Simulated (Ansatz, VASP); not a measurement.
**WS2 in two plane-wave programs**

One calculation is typed for both programs; each brings its own data sets. How far apart do they land? Of the first pair: The structure shown is the start of the Ansatz relaxation below; VASP solves that cell, so the two are compared at the walk's first step.

Calculated with Ansatz 0.2.0; plane waves, with VASP 6.6.1 beside it; single point at PBEsol with D3(BJ).

### Step 1. The starting structure

The cell holds 6 atoms: 4 S and 2 W. Its edges and angles: a = 3.153 Å, b = 3.153 Å, c = 25.304 Å, α = 90.0°, β = 90.0°, γ = 120.0°. It derives from WS2. Vacuum lies along c.

### Step 2. Ansatz: relaxation, PBEsol with D3(BJ)

Ansatz runs on its default PAW (the set named soft_2) files.

The two programs are compared at the cell with which this relaxation starts, whose forces are those of its first step.

input.yaml reads:

```yaml
crystal:
  lattice:
    - [3.1532, 0.0, 0.0]
    - [-1.5766, 2.730751303, 0.0]
    - [0.0, 0.0, 25.303865]
  atoms:
    - { symbol: S, position: [0.333333333, 0.666666667, 0.683842765] }
    - { symbol: W, position: [0.666666667, 0.333333333, 0.621750175] }
    - { symbol: S, position: [0.333333333, 0.666666667, 0.559657586] }
    - { symbol: S, position: [0.666666667, 0.333333333, 0.440342414] }
    - { symbol: W, position: [0.333333333, 0.666666667, 0.378249825] }
    - { symbol: S, position: [0.666666667, 0.333333333, 0.316157235] }
kpoints:
  mp_grid: { grid: [12, 12, 1] }
scf:
  occupations: { method: fermi_dirac, width: 0.02 }
  n_extra_bands: 8
hamiltonian:
  xc: pbesol
  pseudopotentials: { kind: paw }
  dispersion: d3bj
output:
  forces: true
  write_potential: true
  volumetric_format: []
relax:
  f_tol: 0.01
  max_steps: 40
  cell: { fix: [c, alpha, beta] }
```

Started as:

```
ansatz run input.yaml --threads 4 --pin off --max-ram 8192MiB --backend cpu --events-out ev --progress --plain --runs-dir out
```

Numbers of over 12 decimals in the logs are rounded to 6 here.

What it wrote:

```text
scf.n_extra_bands = 8 over 26 filled bands (N_el = 52.0): the run solves 34 bands
Engine: ansatz 0.2.0, aarch64-unknown-linux-gnu
Pseudopotentials: kind: paw
Pseudopotential: S, paw, valence charge 6, recommended cutoff 420 eV (normal), S.paw.azcp
Pseudopotential: W, paw, valence charge 14, recommended cutoff 420 eV (normal), W.paw.azcp
Functional definition: PBEsol
  exchange = pbesol_x
  correlation = pbesol_c
Crystal: 6 atoms, lattice volume = 217.882 Å³
Basis set: ecut = 420 eV, 4213 PW (Γ), exchange–correlation on 48×48×360 points (8 copies of the dense FFT grid, shifted against one another)
Bands: 34, of which v1, the nominal top of the filled ones, is band 26 counted from 1 (25 counted from 0)
Symmetry: 12 space group operations
Space group: P-3m1 (ITA 164), of the structure as read, at distance tolerance 6.0e-5 Å
k-points: 19 of 144
Non-local potential: S, projectors of the file, l = 0: 2, l = 1: 2, l = 2: 2
Non-local potential: W, projectors of the file, l = 0: 3, l = 1: 2, l = 2: 2, l = 3: 1
PAW form: soft (Blöchl's): semilocal exchange-correlation on the pseudo side does not see the compensation charge
PAW frozen core: S, regenerated for the run's functional, and the local potential with it (the file was generated under x = pbe(κ = 0.804, μ = 0.219515), c = pbe(β = 0.066725))
PAW frozen core: W, regenerated for the run's functional, and the local potential with it (the file was generated under x = pbe(κ = 0.804, μ = 0.219515), c = pbe(β = 0.066725))
PAW one-centre angular grid: S, 110 points (default); XC on 64 Gauss nodes
PAW one-centre angular grid: W, 590 points (default); XC on 64 Gauss nodes
Initial density: superposition of atomic densities (neutral atoms: chi_scale 0, normalization atom), corrected by the library's trained network
Initial wavefunctions: pseudopotential atomic-orbital guess
Functional: x = pbesol(κ = 0.804, μ = 0.123457), c = pbesol(β = 0.046)
SCF iter   1: F=—  HF=-24060.031062 eV  |F-HF|=—  |Δ(HF+E_count)|=         —  Δρ=6.21e-3  dr2=1.75e-1  ethr=1.77e-3  ⟨swp⟩=10.4  Hψ=3693  notcnv=0
preconditioner: auto → none  [insulator: Δε(μ)=1.369 eV  Ē_g=8.764 eV  σ=0.020 eV  W_gap=1.00  n_scr=16 (ndim 8)  ℏωp=15.1 eV  f_vac=0.502  D(μ)=0.00/eV (n_scr^D=0)  ε∞_Penn≈4.0]
SCF iter   2: F=—  HF=-24060.116432 eV  |F-HF|=—  |Δ(HF+E_count)|=   8.54e-2  Δρ=8.46e-3  dr2=7.65e-1  ethr=3.37e-4  ⟨swp⟩=3.9  Hψ=1543  notcnv=0  defer=43  recentre
SCF iter   3: F=—  HF=-24060.013573 eV  |F-HF|=—  |Δ(HF+E_count)|=   1.03e-1  Δρ=2.87e-3  dr2=5.15e-2  ethr=3.37e-4  ⟨swp⟩=3.4  Hψ=1154  notcnv=0  defer=43
SCF iter   4: F=—  HF=-24060.011534 eV  |F-HF|=—  |Δ(HF+E_count)|=   2.04e-3  Δρ=1.93e-3  dr2=9.76e-3  ethr=9.91e-5  ⟨swp⟩=2.7  Hψ=965  notcnv=0  defer=45
SCF iter   5: F=—  HF=-24060.013868 eV  |F-HF|=—  |Δ(HF+E_count)|=   2.33e-3  Δρ=8.31e-4  dr2=4.37e-4  ethr=1.88e-5  ⟨swp⟩=2.1  Hψ=920  notcnv=0  defer=45
SCF iter   6: F=—  HF=-24060.014712 eV  |F-HF|=—  |Δ(HF+E_count)|=   8.44e-4  Δρ=2.10e-4  dr2=5.42e-5  ethr=8.41e-7  ⟨swp⟩=2.0  Hψ=941  notcnv=0  defer=45
SCF iter   7: F=—  HF=-24060.014661 eV  |F-HF|=—  |Δ(HF+E_count)|=   5.06e-5  Δρ=3.32e-5  dr2=2.28e-6  ethr=1.04e-7  ⟨swp⟩=2.2  Hψ=952  notcnv=0  defer=45
SCF iter   8: F=-24060.014662 eV  HF=-24060.014662 eV  |F-HF|=4.85e-8  |Δ(HF+E_count)|=   1.16e-6  Δρ=7.41e-6  dr2=6.24e-8  ethr=1.92e-10  ⟨swp⟩=10.2  Hψ=5606  notcnv=0
SCF 1 converged in 8 iterations: F = -24060.014662 eV  dr2 = 6.24e-8
  greatest PAW one-centre occupation: 1.000 electrons in one spin orbital (limit 2), on the W atom at site 4 (counted from 0), in its partial waves of l = 0
relax step   1: F+E_penalty+E_count = -24060.01466233 eV  Δ(F+E_penalty+E_count) = +0.000e0 eV  max|allowed force component| = 2.136e-1 eV/Å  Δτ_max = 0.0000 Å  P = -1.790 GPa  Ω = 217.882 Å³  fix = [c, alpha, beta]  reactions: c -1.461 GPa  (8 SCF iters, dr2 threshold 1.00e-7 eV, accepted)
[...]
relax step   4: F+E_penalty+E_count = -24060.06660852 eV  Δ(F+E_penalty+E_count) = -1.355e-3 eV  max|allowed force component| = 9.077e-3 eV/Å  Δτ_max = 0.0290 Å  P = -0.069 GPa  Ω = 213.386 Å³  energy of the carried Pulay correction = +3.548e-4 eV  fix = [c, alpha, beta]  reactions: c -0.051 GPa  (8 SCF iters, dr2 threshold 4.13e-8 eV, accepted)
[...]
relax step   5: F+E_penalty+E_count = -24060.06666530 eV  Δ(F+E_penalty+E_count) = -5.678e-5 eV  max|allowed force component| = 1.027e-3 eV/Å  Δτ_max = 0.0003 Å  P = -0.004 GPa  Ω = 213.213 Å³  energy of the carried Pulay correction = +3.686e-4 eV  fix = [c, alpha, beta]  reactions: c -0.008 GPa  (7 SCF iters, dr2 threshold 1.55e-8 eV, accepted)
[...]
relax step   6: F+E_penalty+E_count = -24060.06630829 eV  Δ(F+E_penalty+E_count) = +3.570e-4 eV  max|allowed force component| = 1.110e-3 eV/Å  Δτ_max = 0.0000 Å  P = -0.004 GPa  Ω = 213.213 Å³  fix = [c, alpha, beta]  reactions: c -0.008 GPa  stress off target by 1.83e-3 GPa on what of the cell is left free  SCF on the basis re-selected at this cell (its energy is not comparable with the rows above)  (7 SCF iters)
basis re-selected at this cell: Δ(F+E_penalty+E_count) = +3.570e-4 eV, ΔP = -0.000 GPa vs the last step (what re-selecting the basis moved, of the pressure what is left beyond the Pulay correction that the steps carried, after the strain that the cell walked since its last selection, with what the two solves' SCF thresholds leave and, on support functions, any second-order correction that the steps lacked; it is no m [...]
SCF converged after 7 iterations
Free energy (F): -24060.066308 eV
Harris-Foulkes:  -24060.066308 eV  (|F-HF|=4.73e-11)
Internal energy: -24060.066308 eV  (E = F + TS)
E sigma→0 (E₀):  -24060.066308 eV
Fermi energy:    3.723050 eV
--- Per-component energies (eV) ---
  E_band       = -813.683725
  E_kinetic    = 1337.158182
  E_local      = -42143.237508  (includes V_loc(G=0)·N_el)
  E_nonlocal   = 120.829304
  E_hartree    = 20489.193943
  E_xc         = -918.817466
  E_vxc        = -831.806139  (∫ρ·V_xc dr)
  E_paw        = -19209.229460  (= ΣΔE_a)
  E_vpaw       = -275.015189  (= ΣTr[D̂ρ^β])
  E_aug_tail   = -0.000130  (compensation charges beyond the density's cutoff)
  E_ewald      = 16265.327798
  E_disp       = -1.982354  (pairwise vdW)
  E_core_change = 0.691382  (= ΣΔE_core)
  E_smearing   = -0.000000  (= −TS)
  E_closure    = -0.000000  (closes the sum)
  Σ components = -24060.066308   (vs F -24060.066308, Δ=0.00e0)
--- Forces (eV/Å), atoms counted from 1 ---
  atom   1  S     -0.00000000     0.00000000     0.00111028
  atom   2  W      0.00000000    -0.00000000    -0.00053947
  atom   3  S      0.00000000     0.00000000    -0.00062511
  atom   4  S      0.00000000    -0.00000000     0.00062511
  atom   5  W     -0.00000000     0.00000000     0.00053947
  atom   6  S      0.00000000    -0.00000000    -0.00111028
  max |Σ_I F_I| component: 6.51e-19 eV/Å
--- Stress (GPa, compression-positive) ---
       -0.001831       0.000000      -0.000000
        0.000000      -0.001831       0.000000
       -0.000000       0.000000      -0.008222
  P = ⅓ Tr σ = -0.0040 GPa (-0.040 kbar)
--- Band table (eV; the first three rows and the last of 19) ---
  k-point 0: bands = [... 22 lower, 1.1191, 1.1191, 2.1790, 3.1483, 5.6240, 5.6240, 5.6594, 5.6594, ... 4 higher]
  k-point 1: bands = [... 22 lower, 1.1403, 1.4516, 2.1728, 2.9484, 5.5165, 5.5400, 5.5522, 5.5855, ... 4 higher]
  k-point 2: bands = [... 22 lower, 1.0236, 1.4548, 2.0419, 2.3496, 4.9337, 5.2546, 5.3420, 5.5175, ... 4 higher]
  k-point 18: bands = [... 22 lower, 0.2230, 0.2230, 2.5070, 2.6841, 4.6701, 4.6701, 5.3733, 6.2539, ... 4 higher]
--- Relaxed structure (5 steps of the walk, 5 accepted, 1 SCFs on fresh bases) ---
  F+E_penalty+E_count = -24060.06630829 eV   max|allowed force component| = 1.110e-3 eV/Å   (the final SCF, on the basis selected at the relaxed cell)
  cell:  # Å, volume = 213.2133 Å³
    - [3.119238, 0.0, 0]
    - [-1.559619, 2.701339, 0]
    - [0, 0, 25.303865]
  atoms:
    - { symbol: S, position: [0.333333, 0.666667, 0.678728] }
    - { symbol: W, position: [0.666667, 0.333333, 0.616567] }
    - { symbol: S, position: [0.333333, 0.666667, 0.554436] }
    - { symbol: S, position: [0.666667, 0.333333, 0.445564] }
    - { symbol: W, position: [0.333333, 0.666667, 0.383433] }
    - { symbol: S, position: [0.666667, 0.333333, 0.321272] }
```

In the SCF lines HF is the Harris–Foulkes energy and dr2 the Hartree energy of the density residual, in eV; the loop may stop once dr2 is under the threshold and the program's other checks hold. Hψ counts applications of the Hamiltonian.

### Step 3. VASP: single point, PBEsol with D3(BJ), start cell, pair 1

The same cell, functional, mesh and smearing now go to VASP, with its own data sets.

Lines of VASP's logs that name or quote its potential files are left out, and so is its time.

INCAR reads:

```
SYSTEM = WS2
PREC = Accurate
ENCUT = 520
EDIFF = 1E-06
NELM = 120
ISMEAR = -1
SIGMA = 0.02
LREAL = .FALSE.
ALGO = Normal
GGA = PS
IVDW = 12
NBANDS = 24
LASPH = .TRUE.
LORBIT = 11
LWAVE = .FALSE.
LCHARG = .FALSE.
ISIF = 2
GGA_COMPAT = .FALSE.
EFERMI = MIDGAP
KPAR = 2
```

POSCAR reads:

```
WS2
1.0
    3.1532000000      0.0000000000      0.0000000000
   -1.5766000000      2.7307510000      0.0000000000
    0.0000000000      0.0000000000     25.3038650000
S W
4 2
Direct
    0.3333335165      0.6666666668      0.6838427647
    0.3333335165      0.6666666668      0.5596575859
    0.6666668499      0.3333333334      0.4403424141
    0.6666668499      0.3333333334      0.3161572353
    0.6666668499      0.3333333334      0.6217501556
    0.3333335165      0.6666666668      0.3782498444
```

KPOINTS reads:

```
Automatic mesh
0
Gamma
12 12 1
0 0 0
```

PAW data sets: S and W (PBE family, release 64).

Started as:

```
mpirun -np 2 vasp_std
```

What it wrote:

```text
[banner, memory and clock lines left out]
running    2 mpi-ranks, on    1 nodes
 distrk:  each k-point on    1 cores,    2 groups
 distr:  one band on    1 cores,    1 groups

 POSCAR found type information on POSCAR S W
 POSCAR found :  2 types and       6 ions
|                                                                             |
|               ----> ADVICE to this user running VASP <----                  |
|                                                                             |
|     You enforced a specific xc type in the INCAR file but a different       |
|     [... a line on the potential file left out ...]
|     I HOPE YOU KNOW WHAT YOU ARE DOING!                                     |
|                                                                             |

 LDA part: xc-table for (Slater+PW92), standard interpolation
 POSCAR, INCAR and KPOINTS ok, starting setup
 FFT: planning ... GRIDC
 FFT: planning ... GRID_SOFT
 FFT: planning ... GRID
 WAVECAR not read
 entering main loop
       N       E                     dE             d eps       ncg     rms          rms(c)
DAV:   1     0.250424367644E+03    0.25042E+03   -0.14269E+04   912   0.121E+03
DAV:   2    -0.265534187837E+02   -0.27698E+03   -0.26925E+03  1368   0.256E+02
DAV:   3    -0.526058164638E+02   -0.26052E+02   -0.25841E+02  1176   0.832E+01
DAV:   4    -0.533170407735E+02   -0.71122E+00   -0.70901E+00  1288   0.157E+01
DAV:   5    -0.533387195969E+02   -0.21679E-01   -0.21670E-01  1264   0.263E+00    0.408E+01
DAV:   6    -0.510760060125E+02    0.22627E+01   -0.97644E+00  1352   0.155E+01    0.183E+01
DAV:   7    -0.507828369906E+02    0.29317E+00   -0.34477E+00  1224   0.104E+01    0.859E+00
DAV:   8    -0.506433886505E+02    0.13945E+00   -0.47150E-01  1296   0.443E+00    0.141E+00
DAV:   9    -0.506373181911E+02    0.60705E-02   -0.85351E-02  1288   0.155E+00    0.533E-01
DAV:  10    -0.506350414069E+02    0.22768E-02   -0.17101E-02  1312   0.774E-01    0.433E-01
DAV:  11    -0.506349111745E+02    0.13023E-03   -0.27633E-03  1264   0.318E-01    0.109E-01
DAV:  12    -0.506347244609E+02    0.18671E-03   -0.69000E-04  1264   0.159E-01    0.890E-02
DAV:  13    -0.506347301548E+02   -0.56939E-05   -0.79830E-05  1240   0.467E-02    0.431E-02
DAV:  14    -0.506348287544E+02   -0.98600E-04   -0.11964E-04  1176   0.455E-02    0.253E-02
DAV:  15    -0.506348455892E+02   -0.16835E-04   -0.12989E-05  1344   0.196E-02    0.279E-02
DAV:  16    -0.506348749208E+02   -0.29332E-04   -0.20153E-06   816   0.848E-03    0.161E-02
DAV:  17    -0.506349442880E+02   -0.69367E-04   -0.18368E-05  1056   0.157E-02    0.934E-03
DAV:  18    -0.506349498712E+02   -0.55832E-05   -0.27131E-06   888   0.644E-03    0.128E-02
DAV:  19    -0.506349592846E+02   -0.94134E-05   -0.49733E-07   720   0.356E-03    0.299E-03
DAV:  20    -0.506349715133E+02   -0.12229E-04   -0.16584E-06   800   0.408E-03    0.446E-03
DAV:  21    -0.506349783119E+02   -0.67985E-05   -0.15175E-07   696   0.182E-03    0.327E-03
DAV:  22    -0.506349880556E+02   -0.97438E-05   -0.51127E-07   760   0.243E-03    0.130E-03
DAV:  23    -0.506349884321E+02   -0.37645E-06   -0.30272E-08   552   0.124E-03
   1 F= -.52521068E+02 E0= -.52521068E+02  d E =-.359735E-16
```

Parts of OUTCAR (step 3):

```text
ion  position               nearest neighbor table
   1  0.333  0.667  0.684-   5 2.40   5 2.40   5 2.40
   2  0.333  0.667  0.560-   5 2.40   5 2.40   5 2.40
   3  0.667  0.333  0.440-   6 2.40   6 2.40   6 2.40
   4  0.667  0.333  0.316-   6 2.40   6 2.40   6 2.40
   5  0.667  0.333  0.622-   2 2.40   2 2.40   2 2.40   1 2.40   1 2.40   1 2.40
   6  0.333  0.667  0.378-   3 2.40   3 2.40   3 2.40   4 2.40   4 2.40   4 2.40

  LATTYP: Found a hexagonal cell.
 ALAT       =     3.1532000000
 C/A-ratio  =     8.0248208169

 Subroutine GETGRP returns: Found 12 space group operations
 (whereof 12 operations were pure point group operations)

The static configuration has the point symmetry D_3d.

 Found     19 irreducible k-points:

   k-points           NKPTS =     19   k-points in BZ     NKDIM =     19   number of bands    NBANDS=     24

   dimension x,y,z NGX =    24 NGY =   24 NGZ =  192
   dimension x,y,z NGXF=    48 NGYF=   48 NGZF=  384

   ENCUT  =  520.0 eV  38.22 Ry    6.18 a.u.   5.86  5.86 47.05*2*pi/ulx,y,z

   NELECT =      36.0000    total number of electrons

 k-points in reciprocal lattice and weights: Automatic mesh
   0.00000000  0.00000000  0.00000000       0.007
   0.08333333  0.00000000  0.00000000       0.042
   0.16666667  0.00000000  0.00000000       0.042
   0.25000000  0.00000000  0.00000000       0.042
   0.33333333  0.00000000  0.00000000       0.042
   0.41666667  0.00000000  0.00000000       0.042
   0.50000000  0.00000000  0.00000000       0.021
   0.08333333  0.08333333  0.00000000       0.042
   0.16666667  0.08333333  0.00000000       0.083
[...]
0.33333333  0.25000000  0.00000000       0.083
   0.33333333  0.33333333  0.00000000       0.014

 average (electrostatic) potential at core
       1 -91.5827       2 -91.6034       3 -91.6034       4 -91.5827       5 -45.4636
       6 -45.4636

 E-fermi :   0.9129

 k-point     1 :       0.0000    0.0000    0.0000
  band No.  band energies     occupation
    ...
     14      -1.7337      2.00000
     15      -1.7069      2.00000
     16      -1.7069      2.00000
     17      -0.5003      2.00000
     18       0.2090      2.00000
     19       2.7932      0.00000
     20       2.7932      0.00000
     21       2.8059      0.00000
     22       2.8059      0.00000
     23       2.9204      0.00000
    ...

 k-point     2 :       0.0833    0.0000    0.0000
  band No.  band energies     occupation
    ...
     14      -1.8935      2.00000
     15      -1.6599      2.00000
     16      -1.3533      2.00000
     17      -0.5187      2.00000
     18       0.0563      2.00000
     19       2.6637      0.00000
     20       2.6886      0.00000
     21       2.6920      0.00000
     22       2.7605      0.00000
     23       2.7909      0.00000
    ...

 k-point     3 :       0.1667    0.0000    0.0000
  band No.  band energies     occupation
    ...
     14      -2.3273      2.00000
     15      -1.7399      2.00000
     16      -1.3428      2.00000
     17      -0.6794      2.00000
     18      -0.4353      2.00000
     19       2.1199      0.00000
     20       2.4183      0.00000
     21       2.5527      0.00000
     22       2.6613      0.00000
     23       2.6756      0.00000
    ...

 Edisp (eV)   -1.88608

  Total      -2.97883    -2.97882    -2.17963     0.00000     0.00000    -0.00000
  in kB     -21.90459   -21.90459   -16.02778     0.00000     0.00000    -0.00000
  external pressure =      -19.95 kB  Pullay stress =        0.00 kB

  energy-cutoff  :      520.00
  volume of cell :      217.88
      direct lattice vectors                 reciprocal lattice vectors
     3.153200000  0.000000000  0.000000000     0.317138145  0.183099814  0.000000000
    -1.576600000  2.730751000  0.000000000     0.000000000  0.366199628  0.000000000
     0.000000000  0.000000000 25.303865000     0.000000000  0.000000000  0.039519654

 POSITION                                       TOTAL-FORCE (eV/Angst)
 -----------------------------------------------------------------------------------
      0.00000      1.82050     17.30386         0.000000     -0.000000     -0.237231
      0.00000      1.82050     14.16150        -0.000000      0.000000      0.143338
      1.57660      0.91025     11.14237         0.000000     -0.000000     -0.143338
      1.57660      0.91025      8.00000        -0.000000      0.000000      0.237231
      1.57660      0.91025     15.73268        -0.000000     -0.000000     -0.054699
      0.00000      1.82050      9.57118        -0.000000      0.000000      0.054699
 -----------------------------------------------------------------------------------
    total drift:                               -0.001223     -0.000001     -0.000000

  FREE ENERGIE OF THE ION-ELECTRON SYSTEM (eV)
  ---------------------------------------------------
  free  energy   TOTEN  =       -52.5210677928 eV

  energy  without entropy=      -52.5210677928  energy(sigma->0) =      -52.52106779

 total charge
# of ion       s       p       d       tot
------------------------------------------
    1        1.353   2.345   0.000   3.697
    2        1.354   2.341   0.000   3.695
    3        1.354   2.341   0.000   3.695
    4        1.353   2.345   0.000   3.697
    5        0.565   0.720   4.297   5.583
    6        0.565   0.720   4.297   5.583
--------------------------------------------------
tot          6.543  10.812   8.595  25.950

[... 3 further parts left out ...]
```

This run has no spin polarisation, so a moment on W, if there is one, isn't seen. The data set W keeps the semicore shell frozen, which is cheaper and a little less accurate.

### Step 4. Differences

Known differences besides the potentials themselves: the data sets hold 52 valence electrons in Ansatz (on its default PAW (the set named soft_2) files) and 36 in VASP; the cutoff is 420 eV in Ansatz and 520 eV in VASP; Ansatz makes its cores anew for this functional, VASP keeps those of its PBE data sets. Total energies have different zeros and are not compared.

Forces (eV/Å; atoms numbered as in POSCAR):

```
atom        Ansatz x, y, z          VASP x, y, z
  S1  0.000, 0.000, -0.214  0.000, 0.000, -0.237
  S2   0.000, 0.000, 0.120   0.000, 0.000, 0.143
  S3  0.000, 0.000, -0.120  0.000, 0.000, -0.143
  S4   0.000, 0.000, 0.214   0.000, 0.000, 0.237
  W5  0.000, 0.000, -0.056  0.000, 0.000, -0.055
  W6   0.000, 0.000, 0.056   0.000, 0.000, 0.055
```

The forces differ by 11 meV/Å r.m.s., which is 11.8 % of the r.m.s. force of 0.094 eV/Å (both taken over all components). With vacuum in the cell, a pressure given here is an average over mostly empty space and none of the material.

[end of part 1 of 2]

[Lines on the potential files, build, host, timing and source positions are cut from VASP's logs without a mark.]

[Logs are printed without paths, hosts, clocks, repeated set-up lines and the standing remarks that a program may print on its own settings, such as how far it seeks lower states.]

[Hosts, paths, dates, database ids (printed as entryN), source tags and the programs' standing remarks are cut or masked in the printed files.]
